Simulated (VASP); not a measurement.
Output of a VASP run:

**OSZICAR**
```
       N       E                     dE             d eps       ncg     rms          rms(c)
DAV:   1     0.160386558706E+03    0.16039E+03   -0.67064E+03  1488   0.127E+03
DAV:   2     0.197487677156E+02   -0.14064E+03   -0.12912E+03  1632   0.304E+02
DAV:   3    -0.119276785559E+02   -0.31676E+02   -0.30110E+02  2384   0.150E+02
DAV:   4    -0.134011294305E+02   -0.14735E+01   -0.14647E+01  1744   0.369E+01
DAV:   5    -0.134351963349E+02   -0.34067E-01   -0.34033E-01  1816   0.614E+00    0.125E+01
DAV:   6    -0.114960028344E+02    0.19392E+01   -0.27379E+01  1984   0.165E+02    0.875E+00
DAV:   7    -0.100184728611E+02    0.14775E+01   -0.60400E+00  1952   0.117E+02    0.244E+00
DAV:   8    -0.101410838529E+02   -0.12261E+00   -0.14618E+00  1552   0.938E+00    0.178E+00
DAV:   9    -0.102071028531E+02   -0.66019E-01   -0.39594E-01  2752   0.228E+01    0.236E+00
DAV:  10    -0.101172661151E+02    0.89837E-01   -0.98021E-02  2504   0.107E+01    0.152E+00
DAV:  11    -0.101521802196E+02   -0.34914E-01   -0.14374E-02  2232   0.265E+00    0.200E+00
DAV:  12    -0.100874342539E+02    0.64746E-01   -0.16075E-01  2472   0.985E+00    0.415E-01
DAV:  13    -0.100881274082E+02   -0.69315E-03   -0.16836E-02  1568   0.155E+00    0.300E-01
DAV:  14    -0.100928424118E+02   -0.47150E-02   -0.96342E-03  2232   0.334E+00    0.611E-01
DAV:  15    -0.100933325463E+02   -0.49013E-03   -0.28906E-03  1832   0.743E-01    0.738E-01
DAV:  16    -0.100863135300E+02    0.70190E-02   -0.16137E-02  2344   0.332E+00    0.115E-01
DAV:  17    -0.100878691977E+02   -0.15557E-02   -0.21573E-03  1936   0.546E-01    0.203E-01
DAV:  18    -0.100878656814E+02    0.35163E-05   -0.20181E-04  2136   0.220E-01    0.179E-01
DAV:  19    -0.100875769524E+02    0.28873E-03   -0.58767E-04  2256   0.522E-01    0.392E-02
DAV:  20    -0.100876897987E+02   -0.11285E-03   -0.10864E-04  2120   0.203E-01    0.959E-03
DAV:  21    -0.100877583697E+02   -0.68571E-04   -0.82756E-06  2096   0.798E-02    0.828E-03
DAV:  22    -0.100877734359E+02   -0.15066E-04   -0.31970E-06  1904   0.356E-02    0.140E-02
DAV:  23    -0.100877795760E+02   -0.61401E-05   -0.32324E-06  1728   0.334E-02    0.590E-03
DAV:  24    -0.100877813621E+02   -0.17862E-05   -0.12700E-06  1312   0.195E-02    0.178E-03
DAV:  25    -0.100877819551E+02   -0.59295E-06   -0.10317E-06  1472   0.114E-02
   1 F= -.10087782E+02 E0= -.10085356E+02  d E =-.485192E-02  mag=     0.0000     0.0000    -0.0000
       N       E                     dE             ncg
       N       E                     dE             ncg
```

### OUTCAR
```
------------------------ aborting loop because EDIFF is reached ----------------------------------------
  FORCE on cell =-STRESS in cart. coord.  units (eV):
  Direction    XX          YY          ZZ          XY          YZ          ZX
  --------------------------------------------------------------------------------------
  Total        0.0008562      0.0008562     -0.0244181      0.0000000      0.0000000      0.0000000
  in kB        0.0133958      0.0133958     -0.3820580      0.0000000      0.0000000      0.0000000
  external PRESSURE =      -0.1184221 kB  Pullay stress =       0.0000000 kB
  volume of cell :      102.40
      direct lattice vectors                 reciprocal lattice vectors
     3.153531325  0.000000261  0.000000000     0.317104810  0.183080549  0.000000000
    -1.576764856  2.731036818  0.000000000    -0.000000030  0.366161286  0.000000000
     0.000000000  0.000000000 11.889642393     0.000000000  0.000000000  0.084106819
 POSITION                                       TOTAL-FORCE (eV/Angst)
 -----------------------------------------------------------------------------------
      1.57677      0.91034      5.94482        -0.000000      0.000000      0.000000
     -0.00000      1.82069      5.94482         0.000000     -0.000000      0.000000
 -----------------------------------------------------------------------------------
    total drift:                                0.001396     -0.000825     -0.000000
  FREE ENERGIE OF THE ION-ELECTRON SYSTEM (eV)
  ---------------------------------------------------
  free  energy   TOTEN  =       -10.0877819551 eV

  energy  without entropy=      -10.0829300330  energy(sigma->0) =      -10.08535599

 Ion:    1  E_soc:     -0.0190587

 Ion:    2  E_soc:     -0.0000459
```
(Selected blocks of OUTCAR.)

**POSCAR**
```
CuO
1
    3.1535313251     0.0000002614    -0.0000000000
   -1.5767648561     2.7310368177     0.0000000000
    0.0000000000     0.0000000000    11.8896423933
Cu O
1 1
Direct
  0.6666670000   0.3333330000   0.5000000000
  0.3333330000   0.6666670000   0.5000000000
```

Task: Reconstruct the remaining input files.

Result: This is not unique; one that fits is the input of the run itself, PBEsol GGA with spin-orbit coupling, plane waves, VASP's PBE PAW potentials (set 64).

### KPOINTS
```
Automatic mesh
0
Gamma
12 12 1
0 0 0
```

KPOINTS_OPT:
```
k-points along high-symmetry lines
16
Line-mode
Reciprocal
  0.000000   0.000000   0.000000 ! GAMMA
  0.500000   0.000000   0.000000 ! M

  0.500000   0.000000   0.000000 ! M
  0.333333   0.333333   0.000000 ! K

  0.333333   0.333333   0.000000 ! K
  0.000000   0.000000   0.000000 ! GAMMA
```

INCAR:
```
ALGO = Normal
EDIFF = 1E-6
ENCUT = 520
GGA = PS
GGA_COMPAT = .FALSE.
ISMEAR = 0
LASPH = .TRUE.
LCHARG = .FALSE.
LMAXMIX = 4
LREAL = .FALSE.
LSORBIT = .TRUE.
LWAVE = .FALSE.
MAGMOM = 0 0 0 0 0 0
NELM = 100
PREC = Accurate
SIGMA = 0.05
SYSTEM = CuO
```

POTCAR, in this order: Cu O (PBE.64 set). Program: vasp_ncl.

The cell holds a wide vacuum, so values per volume refer to the whole cell.

The cell is a sheet with vacuum, built from a generated structure.
